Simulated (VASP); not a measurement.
# SiO2 (Cristobalite): accuracy against cost in the precision settings and smearing

How sensitive are energy, pressure and forces of SiO2 (Cristobalite) to the precision settings and smearing? The series runs use LDA. The precision settings tried: PREC = Low; PREC = Medium; PREC = Normal; PREC = Single; PREC = Accurate; LREAL = Auto; ADDGRID = .TRUE.; LASPH = .TRUE.. The smearing tried: ISMEAR = 0, SIGMA = 0.01; ISMEAR = 0, SIGMA = 0.05; ISMEAR = 0, SIGMA = 0.1; ISMEAR = 0, SIGMA = 0.2; ISMEAR = 0, SIGMA = 0.5; ISMEAR = 1, SIGMA = 0.01; ISMEAR = 1, SIGMA = 0.05; ISMEAR = 1, SIGMA = 0.1; ISMEAR = 1, SIGMA = 0.2; ISMEAR = 1, SIGMA = 0.5; ISMEAR = -5. The start is a cell from a database of measured crystal structures.

Calculated with VASP 6.6.1; LDA; plane waves and PAW (Si, O).

The database entry behind the starting cell lists a temperature of 340 K, so it need not match the best structure at ambient conditions.

**1. The structure**

The structure is tetragonal, space group P4_12_12 (No. 92). Conventional cell: a = 4.982 Å, b = 4.982 Å, c = 6.963 Å, α = 90.00°, β = 90.00°, γ = 90.00°. Nearest to Si lie 4 O at 1.60 to 1.61 Å. O has 2 Si at 1.60 to 1.61 Å nearest. Farther neighbours and most contacts between anions are not listed.

Coordinates:

```
Si O
1.0
     4.98200    0.00000    0.00000
     0.00000    4.98200    0.00000
     0.00000    0.00000    6.96300
Si O
4 8
Direct
  0.29897 0.29897 0.00000
  0.20103 0.79897 0.25000
  0.70103 0.70103 0.50000
  0.79897 0.20103 0.75000
  0.23989 0.10347 0.17813
  0.39653 0.73989 0.42813
  0.76011 0.89653 0.67813
  0.60347 0.26011 0.92813
  0.73989 0.39653 0.57187
  0.89653 0.76011 0.32187
  0.26011 0.60347 0.07187
  0.10347 0.23989 0.82187
```

**2. Precision settings: PREC = Low**

PREC sets the FFT grids, and LREAL, ADDGRID and LASPH trade speed for accuracy. LDA, the lowest rung, knows the local density alone.

INCAR reads:

```
SYSTEM = SiO2
PREC = Low
ENCUT = 520
EDIFF = 1E-06
NELM = 100
ISMEAR = -1
SIGMA = 0.05
LREAL = .FALSE.
ALGO = Normal
GGA = CA
NBANDS = 44
LORBIT = 11
LWAVE = .FALSE.
LCHARG = .FALSE.
KPAR = 4
NCORE = 2
ISIF = 2
```

POSCAR reads:

```
SiO2
1.0
    4.9820000000      0.0000000000      0.0000000000
    0.0000000000      4.9820000000      0.0000000000
    0.0000000000      0.0000000000      6.9630000000
Si O
4 8
Direct
    0.2989700000      0.2989700000      0.0000000000
    0.2010300000      0.7989700000      0.2500000000
    0.7010300000      0.7010300000      0.5000000000
    0.7989700000      0.2010300000      0.7500000000
    0.2398900000      0.1034700000      0.1781300000
    0.3965300000      0.7398900000      0.4281300000
    0.7601100000      0.8965300000      0.6781300000
    0.6034700000      0.2601100000      0.9281300000
    0.7398900000      0.3965300000      0.5718700000
    0.8965300000      0.7601100000      0.3218700000
    0.2601100000      0.6034700000      0.0718700000
    0.1034700000      0.2398900000      0.8218700000
```

KPOINTS reads:

```
Automatic mesh
0
Gamma
4 4 3
0 0 0
```

PAW data sets: Si and O (PBE family, release 64).

Run with:

```console
$ mpirun -np 8 vasp_std
```

What it wrote:

```text
[banner, memory and clock lines left out]
running    8 mpi-ranks, on    1 nodes
 distrk:  each k-point on    2 cores,    4 groups
 distr:  one band on    2 cores,    1 groups

 POSCAR found type information on POSCAR SiO
 POSCAR found :  2 types and      12 ions
|                                                                             |
|               ----> ADVICE to this user running VASP <----                  |
|                                                                             |
|     You enforced a specific xc type in the INCAR file but a different       |
|     [... a line on the potential file left out ...]
|     I HOPE YOU KNOW WHAT YOU ARE DOING!                                     |
|                                                                             |

 LDA part: xc-table for (Slater(with rela. corr.)+CA(PZ))
 , standard interpolation
 POSCAR, INCAR and KPOINTS ok, starting setup
 FFT: planning ... GRIDC
 FFT: planning ... GRID_SOFT
 FFT: planning ... GRID
 WAVECAR not read
 entering main loop
       N       E                     dE             d eps       ncg     rms          rms(c)
DAV:   1     0.402259188007E+03    0.40226E+03   -0.32790E+04  1064   0.132E+03
DAV:   2    -0.835374153410E+02   -0.48580E+03   -0.47071E+03  1356   0.312E+02
DAV:   3    -0.115663417548E+03   -0.32126E+02   -0.31972E+02  1280   0.854E+01
DAV:   4    -0.116091604078E+03   -0.42819E+00   -0.42734E+00  1344   0.108E+01
DAV:   5    -0.116099239176E+03   -0.76351E-02   -0.76299E-02  1260   0.141E+00    0.275E+01
DAV:   6    -0.103827572426E+03    0.12272E+02   -0.47250E+01  1220   0.313E+01    0.129E+01
DAV:   7    -0.103611463835E+03    0.21611E+00   -0.12562E+00  1216   0.474E+00    0.483E+00
DAV:   8    -0.103493872740E+03    0.11759E+00   -0.75684E-02  1308   0.162E+00    0.178E+00
DAV:   9    -0.103476922933E+03    0.16950E-01   -0.27081E-02  1320   0.975E-01    0.252E-01
DAV:  10    -0.103478152764E+03   -0.12298E-02   -0.36565E-03  1232   0.286E-01    0.111E-01
DAV:  11    -0.103478056283E+03    0.96481E-04   -0.11763E-03  1272   0.174E-01    0.229E-02
DAV:  12    -0.103478056883E+03   -0.60030E-06   -0.32094E-05  1220   0.297E-02    0.846E-03
DAV:  13    -0.103478059130E+03   -0.22474E-05   -0.81723E-06  1160   0.128E-02    0.354E-03
DAV:  14    -0.103478059375E+03   -0.24456E-06   -0.25454E-07   900   0.275E-03
   1 F= -.10347806E+03 E0= -.10347806E+03  d E =-.166778E-10
```

Wall time 4.8 s (8 MPI ranks of AMD EPYC 9R45, shared host); peak memory 0.93 GiB; 30 s of CPU time.

Lines that name or quote the potential files are left out of all logs, and their timing lines are given in words.

Parts of OUTCAR (step 2):

```text
ion  position               nearest neighbor table
   1  0.299  0.299  0.000-   5 1.60  12 1.60  11 1.61   8 1.61   2 3.08   4 3.08   2 3.08   4 3.08

  LATTYP: Found a simple tetragonal cell.
 ALAT       =     4.9820000000
 C/A-ratio  =     1.3976314733

 Subroutine GETGRP returns: Found  8 space group operations
 (whereof  2 operations were pure point group operations)

The static configuration has the point symmetry C_2 .
 The point group associated with its full space group is D_4 .

 Found     12 irreducible k-points:

   k-points           NKPTS =     12   k-points in BZ     NKDIM =     12   number of bands    NBANDS=     44

   dimension x,y,z NGX =    28 NGY =   28 NGZ =   40
   dimension x,y,z NGXF=    30 NGYF=   30 NGZF=   42

   ENCUT  =  520.0 eV  38.22 Ry    6.18 a.u.   9.26  9.26 12.95*2*pi/ulx,y,z

   NELECT =      64.0000    total number of electrons

 k-points in reciprocal lattice and weights: Automatic mesh
   0.00000000  0.00000000  0.00000000       0.021
   0.25000000  0.00000000  0.00000000       0.083
   0.50000000  0.00000000  0.00000000       0.042
   0.25000000  0.25000000  0.00000000       0.083
   0.50000000  0.25000000  0.00000000       0.083
   0.50000000  0.50000000  0.00000000       0.021
   0.00000000  0.00000000  0.33333333       0.042
   0.25000000  0.00000000  0.33333333       0.167
   0.50000000  0.00000000  0.33333333       0.083
   0.25000000  0.25000000  0.33333333       0.167
   0.50000000  0.25000000  0.33333333       0.167
   0.50000000  0.50000000  0.33333333       0.042

 average (electrostatic) potential at core
       1 -87.1528       2 -87.1527       3 -87.1528       4 -87.1527       5 -73.4071
       6 -73.4080       7 -73.4071       8 -73.4080       9 -73.4080      10 -73.4071
      11 -73.4080      12 -73.4071

 E-fermi :   0.8936

 k-point     1 :       0.0000    0.0000    0.0000
  band No.  band energies     occupation
    ...
     28      -1.4203      2.00000
     29      -0.8889      2.00000
     30      -0.4915      2.00000
     31      -0.4913      2.00000
     32      -0.2303      2.00000
     33       5.2879      0.00000
     34       8.3695      0.00000
     35       8.3696      0.00000
     36       8.7967      0.00000
     37       8.7968      0.00000
    ...

 k-point     2 :       0.2500    0.0000    0.0000
  band No.  band energies     occupation
    ...
     28      -1.3403      2.00000
     29      -0.9495      2.00000
     30      -0.7009      2.00000
     31      -0.5513      2.00000
     32      -0.4181      2.00000
     33       5.9095      0.00000
     34       8.5062      0.00000
     35       8.5400      0.00000
     36       8.8404      0.00000
     37       8.9450      0.00000
    ...

 k-point     3 :       0.5000    0.0000    0.0000
  band No.  band energies     occupation
    ...
     28      -1.2603      2.00000
     29      -0.8885      2.00000
     30      -0.8883      2.00000
     31      -0.6991      2.00000
     32      -0.6991      2.00000
     33       7.3215      0.00000
     34       7.3217      0.00000
     35       8.7914      0.00000
     36       8.7916      0.00000
     37       9.3234      0.00000
    ...

  Total        1.6787381      1.6787381      2.2839506      0.0000000      0.0000000      0.0000000
  in kB       15.5628702     15.5628702     21.1735385      0.0000000      0.0000000      0.0000000
  external PRESSURE =      17.4330930 kB  Pullay stress =       0.0000000 kB

  energy-cutoff  :      520.00
  volume of cell :      172.82
      direct lattice vectors                 reciprocal lattice vectors
     4.982000000  0.000000000  0.000000000     0.200722601  0.000000000  0.000000000
     0.000000000  4.982000000  0.000000000     0.000000000  0.200722601  0.000000000
     0.000000000  0.000000000  6.963000000     0.000000000  0.000000000  0.143616257

 POSITION                                       TOTAL-FORCE (eV/Angst)
 -----------------------------------------------------------------------------------
      1.48947      1.48947      0.00000         0.130600      0.130600      0.000000
      1.00153      3.98047      1.74075        -0.130600      0.130600      0.000000
      3.49253      3.49253      3.48150        -0.130600     -0.130600      0.000000
      3.98047      1.00153      5.22225         0.130600     -0.130600      0.000000
      1.19513      0.51549      1.24032        -0.072882     -0.053827      0.177099
      1.97551      3.68613      2.98107         0.053827     -0.072882      0.177099
      3.78687      4.46651      4.72182         0.072882      0.053827      0.177099
      3.00649      1.29587      6.46257        -0.053827      0.072882      0.177099
      3.68613      1.97551      3.98193        -0.072882      0.053827     -0.177099
      4.46651      3.78687      2.24118         0.053827      0.072882     -0.177099
      1.29587      3.00649      0.50043         0.072882     -0.053827     -0.177099
      0.51549      1.19513      5.72268        -0.053827     -0.072882     -0.177099
 -----------------------------------------------------------------------------------
    total drift:                               -0.000197      0.000197      0.000000

  FREE ENERGIE OF THE ION-ELECTRON SYSTEM (eV)
  ---------------------------------------------------
  free  energy   TOTEN  =      -103.4780593750 eV

  energy  without entropy=     -103.4780593750  energy(sigma->0) =     -103.47805937

 total charge
# of ion       s       p       d       tot
------------------------------------------
    1        0.650   1.026   0.000   1.676
    2        0.650   1.026   0.000   1.676
    3        0.650   1.026   0.000   1.676
    4        0.650   1.026   0.000   1.676
    5        1.538   3.692   0.000   5.229
    6        1.538   3.692   0.000   5.229
    7        1.538   3.692   0.000   5.229
    8        1.538   3.692   0.000   5.229
    9        1.538   3.692   0.000   5.229
   10        1.538   3.692   0.000   5.229
   11        1.538   3.692   0.000   5.229
   12        1.538   3.692   0.000   5.229
--------------------------------------------------
tot         14.902  33.638   0.000  48.540

[... 3 further parts left out ...]
```

The gap is read on the k-mesh alone, so it is an upper bound where the band edges lie off the mesh. The PAW data sets were made with PBE, though LDA sets exist; this is a small mismatch.

A gap read on the k-mesh alone can miss the band edges.

This step gave:

- SCF cycles: 14
- electrons: 64
- bands: 44
- irreducible k-points: 12
- symmetry operations: 8
- free energy (TOTEN): -103.4781 eV
- Fermi energy: 0.8936 eV
- pressure: 1.743 GPa
- metallic: no
- valence top at k: 0, 0, 0
- conduction bottom at k: 0, 0, 0
- least direct gap at k: 0, 0, 0
- gap on the k-mesh: 5.518 eV
- least direct gap on the k-mesh: 5.518 eV

The series starts at -8.6232 eV an atom and 1.74 GPa, after 14 cycles in 4.8 s.

**3. Precision settings: PREC = Medium**

Edit INCAR of step 2 so:

```diff
@@ -1,3 +1,3 @@
 SYSTEM = SiO2
-PREC = Low
+PREC = Medium
 ENCUT = 520
```

POSCAR is that of step 2.

KPOINTS is that of step 2.

Run with:

```console
$ mpirun -np 8 vasp_std
```

What it wrote:

```text
[banner, memory and clock lines left out]
running    8 mpi-ranks, on    1 nodes
[...]
[... a notice as in an earlier step ...]

 LDA part: xc-table for (Slater(with rela. corr.)+CA(PZ))
 , standard interpolation
 POSCAR, INCAR and KPOINTS ok, starting setup
[...]
entering main loop
       N       E                     dE             d eps       ncg     rms          rms(c)
DAV:   1     0.402274987290E+03    0.40227E+03   -0.32790E+04  1064   0.132E+03
DAV:   2    -0.835172143277E+02   -0.48579E+03   -0.47070E+03  1356   0.312E+02
DAV:   3    -0.115643273887E+03   -0.32126E+02   -0.31972E+02  1280   0.854E+01
DAV:   4    -0.116071467473E+03   -0.42819E+00   -0.42735E+00  1344   0.108E+01
[...]
DAV:  12    -0.103461963066E+03   -0.60769E-06   -0.32075E-05  1212   0.297E-02    0.846E-03
DAV:  13    -0.103461965315E+03   -0.22489E-05   -0.81634E-06  1160   0.127E-02    0.354E-03
DAV:  14    -0.103461965559E+03   -0.24480E-06   -0.25430E-07   904   0.275E-03
   1 F= -.10346197E+03 E0= -.10346197E+03  d E =-.167410E-10
```

Run time: 4.8 s. Hardware: 8 MPI ranks; peak memory 1 GiB; 30 s of CPU time.

Parts of OUTCAR (step 3):

```text
  Total        1.6581089      1.6581089      2.2664413      0.0000000      0.0000000      0.0000000
  in kB       15.3716253     15.3716253     21.0112177      0.0000000      0.0000000      0.0000000
  external PRESSURE =      17.2514894 kB  Pullay stress =       0.0000000 kB

 POSITION                                       TOTAL-FORCE (eV/Angst)
 -----------------------------------------------------------------------------------
      1.48947      1.48947      0.00000         0.130301      0.130301     -0.000000
      1.00153      3.98047      1.74075        -0.130301      0.130301     -0.000000
      3.49253      3.49253      3.48150        -0.130301     -0.130301     -0.000000
      3.98047      1.00153      5.22225         0.130301     -0.130301     -0.000000
      1.19513      0.51549      1.24032        -0.053545     -0.038962      0.177107
      1.97551      3.68613      2.98107         0.038962     -0.053545      0.177107
      3.78687      4.46651      4.72182         0.053545      0.038962      0.177107
      3.00649      1.29587      6.46257        -0.038962      0.053545      0.177107
      3.68613      1.97551      3.98193        -0.053545      0.038962     -0.177107
      4.46651      3.78687      2.24118         0.038962      0.053545     -0.177107
      1.29587      3.00649      0.50043         0.053545     -0.038962     -0.177107
      0.51549      1.19513      5.72268        -0.038962     -0.053545     -0.177107
 -----------------------------------------------------------------------------------
    total drift:                                0.000028     -0.000028     -0.000000

  FREE ENERGIE OF THE ION-ELECTRON SYSTEM (eV)
  ---------------------------------------------------
  free  energy   TOTEN  =      -103.4619655594 eV

  energy  without entropy=     -103.4619655594  energy(sigma->0) =     -103.46196556

[... 2 parts as in an earlier step ...]

[... 1 further part left out ...]
[key lines of the parts left out:]
E-fermi :   0.8934
```

Against the first of the series the energy moves by +1.34 meV an atom and the pressure by -0.02 GPa, after 14 cycles in 4.8 s.

**4. Precision settings: PREC = Normal**

Edit INCAR of step 3 so:

```diff
@@ -1,3 +1,3 @@
 SYSTEM = SiO2
-PREC = Medium
+PREC = Normal
 ENCUT = 520
```

POSCAR is that of step 3.

KPOINTS is that of step 3.

Run with:

```console
$ mpirun -np 8 vasp_std
```

What it wrote:

```text
[... set-up lines as in an earlier step ...]
 entering main loop
       N       E                     dE             d eps       ncg     rms          rms(c)
DAV:   1     0.402275173002E+03    0.40228E+03   -0.32790E+04  1064   0.132E+03
DAV:   2    -0.835168111798E+02   -0.48579E+03   -0.47070E+03  1356   0.312E+02
DAV:   3    -0.115642881391E+03   -0.32126E+02   -0.31972E+02  1280   0.854E+01
DAV:   4    -0.116071075570E+03   -0.42819E+00   -0.42735E+00  1344   0.108E+01
[...]
DAV:  12    -0.103461475185E+03   -0.60681E-06   -0.32078E-05  1212   0.297E-02    0.846E-03
DAV:  13    -0.103461477434E+03   -0.22489E-05   -0.81629E-06  1160   0.127E-02    0.354E-03
DAV:  14    -0.103461477679E+03   -0.24517E-06   -0.25429E-07   904   0.275E-03
   1 F= -.10346148E+03 E0= -.10346148E+03  d E =-.167719E-10
```

Run time: 5 s. Hardware: 8 MPI ranks; peak memory 1.2 GiB; 31 s of CPU time.

OUTCAR, selected parts (step 4):

```text
  Total        1.6496484      1.6496484      2.2579809      0.0000000      0.0000000      0.0000000
  in kB       15.2931912     15.2931912     20.9327847      0.0000000      0.0000000      0.0000000
  external PRESSURE =      17.1730557 kB  Pullay stress =       0.0000000 kB

 POSITION                                       TOTAL-FORCE (eV/Angst)
 -----------------------------------------------------------------------------------
      1.48947      1.48947      0.00000         0.130179      0.130179      0.000000
      1.00153      3.98047      1.74075        -0.130179      0.130179      0.000000
      3.49253      3.49253      3.48150        -0.130179     -0.130179      0.000000
      3.98047      1.00153      5.22225         0.130179     -0.130179      0.000000
      1.19513      0.51549      1.24032        -0.053476     -0.043075      0.176722
      1.97551      3.68613      2.98107         0.043075     -0.053476      0.176722
      3.78687      4.46651      4.72182         0.053476      0.043075      0.176722
      3.00649      1.29587      6.46257        -0.043075      0.053476      0.176722
      3.68613      1.97551      3.98193        -0.053476      0.043075     -0.176722
      4.46651      3.78687      2.24118         0.043075      0.053476     -0.176722
      1.29587      3.00649      0.50043         0.053476     -0.043075     -0.176722
      0.51549      1.19513      5.72268        -0.043075     -0.053476     -0.176722
 -----------------------------------------------------------------------------------
    total drift:                               -0.000000      0.000000     -0.000000

  FREE ENERGIE OF THE ION-ELECTRON SYSTEM (eV)
  ---------------------------------------------------
  free  energy   TOTEN  =      -103.4614776793 eV

  energy  without entropy=     -103.4614776793  energy(sigma->0) =     -103.46147768

[... 2 parts as in an earlier step ...]

[... 1 further part left out ...]
[key lines of the parts left out:]
E-fermi :   0.8934
```

Against the first of the series the energy moves by +1.38 meV an atom and the pressure by -0.03 GPa, after 14 cycles in 5 s.

(Part 1 of 4 ends here.)

[Lines on the potential files, build, host, timing and source positions are cut from VASP's logs without a mark.]

[Logs are printed without paths, hosts, clocks, repeated set-up lines and the standing remarks that a program may print on its own settings, such as how far it seeks lower states.]

[Hosts, paths, dates, database ids (printed as entryN), source tags and the programs' standing remarks are cut or masked in the printed files.]

[A measured line is paired with the nearest computed mode of its activity, which favours agreement.]
